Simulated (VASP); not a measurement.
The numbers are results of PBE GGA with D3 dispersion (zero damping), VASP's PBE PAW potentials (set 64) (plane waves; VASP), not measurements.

The input files of a VASP run:

KPOINTS:
```
k-points along high-symmetry lines
15
Line-mode
Reciprocal
  0.000000   0.000000   0.000000 ! GAMMA
  0.500000   0.000000   0.500000 ! X

  0.500000   0.000000   0.500000 ! X
  0.625000   0.250000   0.625000 ! U

  0.375000   0.375000   0.750000 ! K
  0.000000   0.000000   0.000000 ! GAMMA

  0.000000   0.000000   0.000000 ! GAMMA
  0.500000   0.500000   0.500000 ! L

  0.500000   0.500000   0.500000 ! L
  0.500000   0.250000   0.750000 ! W

  0.500000   0.250000   0.750000 ! W
  0.500000   0.000000   0.500000 ! X
```

File POSCAR:
```
CeO2
1.0
  0.0000000000   2.7188436294   2.7188436294
  2.7188436294   0.0000000000   2.7188436294
  2.7188436294   2.7188436294   0.0000000000
Ce O
1 2
Cart
  0.0000000000   0.0000000000   0.0000000000
  1.3594218147   1.3594218147   1.3594218147
  4.0782654441   4.0782654441   4.0782654441
```

### INCAR
```
SYSTEM  =  CeO2
PREC  =  Accurate; ENCUT  =  520; LREAL  =  F
LASPH  =  T; ICHARG  =  11
EDIFF  =  1E-7; NELM  =  100; ALGO  =  Normal
LMAXMIX  =  6
ISMEAR  =  0; SIGMA  =  0.05
GGA  =  PE; IVDW  =  11
LWAVE  =  F; LCHARG  =  F; LORBIT  =  11
```

POTCAR, in this order: Ce O (PBE.64 set). Program: vasp_std. Read from the step before: CHGCAR.

What VASP printed:

OUTCAR:
```
 ion  position               nearest neighbor table
   1  0.000  0.000  0.000-   3 2.35   3 2.35   3 2.35   2 2.35   2 2.35   2 2.35   3 2.35   2 2.35
  LATTYP: Found a face centered cubic cell.
 ALAT       =     5.4376872588
 Subroutine PRICEL returns:
 Original cell was already a primitive cell.
 Subroutine GETGRP returns: Found 48 space group operations
The static configuration has the point symmetry O_h .
The dynamic configuration has the point symmetry O_h .
 Subroutine INISYM returns: Found 48 space group operations
   k-points           NKPTS =     90   k-points in BZ     NKDIM =     90   number of bands    NBANDS=     16
   number of dos      NEDOS =    301   number of ions     NIONS =      3
   total plane-waves  NPLWV =  27000
   dimension x,y,z NGX =    30 NGY =   30 NGZ =   30
   dimension x,y,z NGXF=    60 NGYF=   60 NGZF=   60
   ions per type =               1   2
   PREC   = accura    normal or accurate (medium, high low for compatibility)
   ISTART =      0    job   : 0-new  1-cont  2-samecut
   ICHARG =     11    charge: 1-file 2-atom 10-const
   ISPIN  =      1    spin polarized calculation?
   LNONCOLLINEAR =      F non collinear calculations
   LSORBIT =      F    spin-orbit coupling
   INIWAV =      1    electr: 0-lowe 1-rand  2-diag
   ENCUT  =  520.0 eV  38.22 Ry    6.18 a.u.   7.15  7.15  7.15*2*pi/ulx,y,z
   NELM   =    100;   NELMIN=  2; NELMDL= -5     # of ELM steps
   EDIFF  = 0.1E-06   stopping-criterion for ELM
   LREAL  =      F    real-space projection
   NLSPLINE    = F    spline interpolate recip. space projectors
   LMAXMIX     =    6 max onsite mixed and CHGCAR
   VOSKOWN=      0    Vosko Wilk Nusair interpolation
   EDIFFG = 0.1E-05   stopping-criterion for IOM
   NSW    =      0    number of steps for IOM
   NBLOCK =      1;   KBLOCK =      1    inner block; outer block
   IBRION =     -1    ionic relax: 0-MD 1-quasi-New 2-CG
   NFREE  =      0    steps in history (QN), initial steepest desc. (CG)
   ISIF   =      2    stress and relaxation
   ISYM   =      2    0-nonsym 1-usesym 2-fastsym
   TEIN   =    0.0    initial temperature
   TEBEG  =    0.0;   TEEND  =   0.0 temperature during run
   SMASS  =  -3.00    Nose mass-parameter (am)
...
```

**OSZICAR**
```
       N       E                     dE             d eps       ncg     rms          rms(c)
DAV:   1     0.181859075966E+03    0.18186E+03   -0.11826E+04  2912   0.205E+03
DAV:   2     0.539382257415E+01   -0.17647E+03   -0.17107E+03  3912   0.289E+02
DAV:   3    -0.248870511209E+02   -0.30281E+02   -0.29228E+02  4224   0.132E+02
DAV:   4    -0.263004984642E+02   -0.14134E+01   -0.12895E+01  3816   0.287E+01
DAV:   5    -0.263920050323E+02   -0.91507E-01   -0.91504E-01  4784   0.655E+00
DAV:   6    -0.263966858111E+02   -0.46808E-02   -0.46808E-02  4312   0.127E+00
DAV:   7    -0.263968846484E+02   -0.19884E-03   -0.19884E-03  4904   0.270E-01
DAV:   8    -0.263968942329E+02   -0.95846E-05   -0.95845E-05  4384   0.626E-02
DAV:   9    -0.263968950688E+02   -0.83585E-06   -0.83584E-06  4968   0.156E-02
DAV:  10    -0.263968951315E+02   -0.62697E-07   -0.62725E-07  3600   0.421E-03
   1 F= -.26922210E+02 E0= -.26922210E+02  d E =-.129221E-18
```

### OUTCAR
```
 val. band max:        5.2022006173   @ k =   0.2679   0.2679   0.5357

 cond. band min:       7.1004962821   @ k =   0.5000   0.5000   0.5000



 k-point     1 :       0.0000    0.0000    0.0000
  band No.  band energies     occupation
      1     -27.2542      2.00000
      2     -11.1084      2.00000
      3     -10.1608      2.00000
      4      -9.4166      2.00000
      5      -9.4166      2.00000
      6      -9.4166      2.00000
      7       1.4019      2.00000
      8       1.4019      2.00000
      9       1.4019      2.00000
     10       4.5966      2.00000
     11       4.5966      2.00000
     12       4.5966      2.00000
     13       7.4163      0.00000
     14       7.4163      0.00000
     15       7.4163      0.00000
     16       7.6557      0.00000

 k-point     2 :       0.0357    0.0000    0.0357
  band No.  band energies     occupation
      1     -27.2510      2.00000
      2     -11.1826      2.00000
      3     -10.1713      2.00000
      4      -9.4245      2.00000
      5      -9.4245      2.00000
      6      -9.3357      2.00000
      7       1.4225      2.00000
      8       1.4225      2.00000
      9       1.4375      2.00000
     10       4.5455      2.00000
     11       4.6070      2.00000
     12       4.6070      2.00000
     13       7.4119      0.00000
     14       7.4172      0.00000
     15       7.4172      0.00000
     16       7.6579      0.00000

 k-point     3 :       0.0714    0.0000    0.0714
  band No.  band energies     occupation
      1     -27.2416      2.00000
      2     -11.3714      2.00000
      3     -10.2021      2.00000
      4      -9.4476      2.00000
      5      -9.4476      2.00000
      6      -9.1269      2.00000
      7       1.4837      2.00000
      8       1.4837      2.00000
      9       1.5429      2.00000
     10       4.3968      2.00000
     11       4.6372      2.00000
     12       4.6372      2.00000
     13       7.3990      0.00000
     14       7.4199      0.00000
...
```

The density is held fixed in this step, so its total energy and stress have no physical meaning.

The compound is CeO2 in the fluorite structure. It was relaxed first. The run is not spin-polarised, so no magnetic state was tried.
